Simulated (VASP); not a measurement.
Method: PW91 GGA, VASP's PBE PAW potentials (set 64) (plane waves; VASP).

VASP ran on this input.

File KPOINTS:
```
Automatic mesh
0
Gamma
11 11 11
0 0 0
```

POSCAR:
```
NiAl
1
    2.8900000000     0.0000000000     0.0000000000
    0.0000000000     2.8900000000     0.0000000000
    0.0000000000     0.0000000000     2.8900000000
Al Ni
1 1
Direct
  0.5000000000   0.5000000000   0.5000000000
  0.0000000000   0.0000000000   0.0000000000
```

INCAR:
```
! general
SYSTEM =NiAl
PREC   =Accurate
ENCUT  =520   ! plane-wave cut-off (eV)
LREAL  =.False.   ! projection in real space or not
LASPH  =.True.   ! aspherical one-centre terms

! electronic loop
EDIFF  =1E-6   ! SCF stop (eV)
NELM   =100   ! most electronic steps
ALGO   =Normal
LMAXMIX=4   ! l cut-off of mixed one-centre charges

! smearing
ISMEAR =1   ! Methfessel-Paxton
SIGMA  =0.1

! functional
GGA    =91

! ions
IBRION =2
NSW    =60   ! most ionic steps
ISIF   =3   ! ions, shape and volume
EDIFFG =-0.01   ! ionic stop

! output
LWAVE  =.False.
LCHARG =.False.
```

POTCAR, in this order: Al Ni (PBE.64 set). Program: vasp_std.

### Question
What does the run give for the energy per atom (σ→0), volume per atom, band gap (on the k-mesh)?

### Answer

```yaml
energy per atom (σ→0): -5.242 eV/atom
band gap (on the k-mesh): none (metal, semimetal or under 0.01 eV)
volume_per_atom: 12.12 Å³/atom
```

File OSZICAR:
```
...
       N       E                     dE             d eps       ncg     rms          rms(c)
DAV:   1    -0.104889129934E+02   -0.41504E-02   -0.51426E-02  1216   0.425E+00    0.583E-01
DAV:   2    -0.104936707959E+02   -0.47578E-02   -0.15227E-01  1268   0.661E+00    0.758E-01
DAV:   3    -0.104850122063E+02    0.86586E-02   -0.60761E-02  1256   0.427E+00    0.796E-02
DAV:   4    -0.104849366388E+02    0.75567E-04   -0.33723E-04  1140   0.177E-01    0.212E-02
DAV:   5    -0.104849324495E+02    0.41893E-05   -0.31298E-05  1592   0.866E-02    0.478E-03
DAV:   6    -0.104849323100E+02    0.13948E-06   -0.87109E-07   654   0.116E-02
   3 F= -.10484932E+02 E0= -.10484768E+02  d E =-.264617E-03
```

The compound is NiAl in the CsCl type structure. This run relaxes it. Symmetry was kept, so distortions that lower it aren't found. The run is not spin-polarised, so no magnetic state was tried. The electron count is odd and the run is not spin-polarised, which forces a metal.
